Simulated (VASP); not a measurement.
Consider the following.

```
InPd
1.0
    4.59619     0.00000     0.00000
    0.00000     3.25000     0.00000
    0.00000     0.00000    24.19239
In Pd
4 4
Direct
  0.75000   0.50000   0.35751
  0.25000   0.50000   0.45250
  0.75000   0.50000   0.54750
  0.25000   0.50000   0.64249
  0.25000   0.00000   0.35751
  0.75000   0.00000   0.45250
  0.25000   0.00000   0.54750
  0.75000   0.00000   0.64249
```

Computed with PBEsol GGA, VASP's PBE PAW potentials (set 64) (plane waves; VASP 6.6.1). Run with PREC = Normal, EDIFF = 1E-5, 400 eV cut-off, 6×9×1 Γ-centred mesh, first-order Methfessel-Paxton smearing of 0.10 eV, potentials In_d Pd.

The ions are relaxed. Predict the relaxed structure.

```
InPd
1.0
    4.59619     0.00000     0.00000
    0.00000     3.25000     0.00000
    0.00000     0.00000    24.19239
In Pd
4 4
Direct
  0.75000   0.50000   0.35281
  0.25000   0.50000   0.45130
  0.75000   0.50000   0.54870
  0.25000   0.50000   0.64719
  0.25000   0.00000   0.36213
  0.75000   0.00000   0.45583
  0.25000   0.00000   0.54417
  0.75000   0.00000   0.63787
```

How much energy does the relaxation gain?

The energy (σ→0) changes by -23.8 meV/atom, in 8 ionic steps.

The cell is a thin slab with vacuum, built from PdIn (CsCl type): (110) face.
